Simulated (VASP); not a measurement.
Method: LDA (Ceperley-Alder, Perdew-Zunger), VASP's LDA PAW potentials (set 64) (plane waves; VASP).

VASP ran on this input.

POSCAR:
```
Al
1
    0.0000000000     1.8875042223     1.8875042223
    1.8875042223    -0.0000000000     1.8875042223
    1.8875042223     1.8875042223    -0.0000000000
Al
1
Direct
  0.0000000000   0.0000000000   0.0000000000
```

File KPOINTS:
```
Automatic mesh
0
Gamma
17 17 17
0 0 0
```

**INCAR**
```
SYSTEM  =  Al
PREC  =  Accurate; ENCUT  =  500; LREAL  =  F
LASPH  =  T
EDIFF  =  1E-6; NELM  =  100; ALGO  =  Normal
ISMEAR  =  1; SIGMA  =  0.1
IBRION  =  2; NSW  =  40; ISIF  =  3
EDIFFG  =  -0.02; PSTRESS  =  200
LWAVE  =  F; LCHARG  =  F
```

POTCAR, in this order: Al (LDA.64 set). Program: vasp_std.

Problem. Predict the energy per atom (σ→0), pressure, band gap (on the k-mesh).

Solution. 
```json
{
 "energy per atom (σ→0)": "-4.068 eV/atom",
 "band gap (on the k-mesh)": "none (metal, semimetal or under 0.01 eV)",
 "pressure": "19.84 GPa"
}
```

### OSZICAR
```
...
DAV:   3    -0.410380832752E+01   -0.15325E-01   -0.15319E-01  2080   0.314E+00
DAV:   4    -0.410383702804E+01   -0.28701E-04   -0.28702E-04  2115   0.143E-01
DAV:   5    -0.410383714399E+01   -0.11595E-06   -0.11455E-06  2215   0.740E-03    0.183E+00
DAV:   6    -0.408193182762E+01    0.21905E-01   -0.14197E-03  1830   0.242E-01    0.101E+00
DAV:   7    -0.406772686888E+01    0.14205E-01   -0.36844E-03  1785   0.388E-01    0.209E-01
DAV:   8    -0.406769202838E+01    0.34840E-04   -0.28094E-05  2400   0.502E-02    0.156E-02
DAV:   9    -0.406769173876E+01    0.28962E-06   -0.13619E-07  1605   0.283E-03
   1 F= -.23888367E+01 E0= -.23887242E+01  d E =-.238884E+01
```

The compound is Al in the fcc structure. It was relaxed first under an external pressure of 20 GPa.
